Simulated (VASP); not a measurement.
A convergence study with VASP on ZnSe (zinc blende): one setting is varied, all else stays as given below, so the limit is that of these other settings. Each run relaxes cell and ions from the cell shown. The basis is that of the starting cell, so low cut-offs carry a Pulay error.

```
CELL_PARAMETERS angstrom
      0.00000     2.83500     2.83500
      2.83500     0.00000     2.83500
      2.83500     2.83500     0.00000
ATOMIC_POSITIONS crystal
  Zn 0.00000 0.00000 0.00000
  Se 0.25000 0.25000 0.25000
```

Level of theory: PBE GGA, VASP's PBE PAW potentials (set 64) (plane waves; VASP). The tightest run used: 700 eV cut-off, 7×7×7 Γ-centred mesh, Gaussian smearing of 0.050 eV, potentials Zn Se.

Gaps are read on the run's mesh, which can miss a band edge.

```csv
setting,relaxed volume (Å³/atom),E (eV/atom),gap on the mesh (eV),plane waves
ENCUT = 200,19.734,-3.0505,1.919,302
ENCUT = 250,22.537,-2.9995,1.330,418
ENCUT = 300,23.579,-3.0147,1.144,548
ENCUT = 350,23.562,-3.0140,1.148,688
ENCUT = 400,23.534,-3.0138,1.155,869
```

These are the cheaper rows. Estimate the results at ENCUT = 700, and how far the last row shown lies from them.

```tsv
quantity	tightest run	last row shown is off by
relaxed volume (Å³/atom)	23.630	-0.096
E (eV/atom)	-3.0154	0.0016
gap on the mesh (eV)	1.140	0.014
```

Left out are rungs that failed or repeat a setting and relaxations that didn't move; long series are thinned to 24 rows.

The compound is ZnSe in the zinc blende structure.
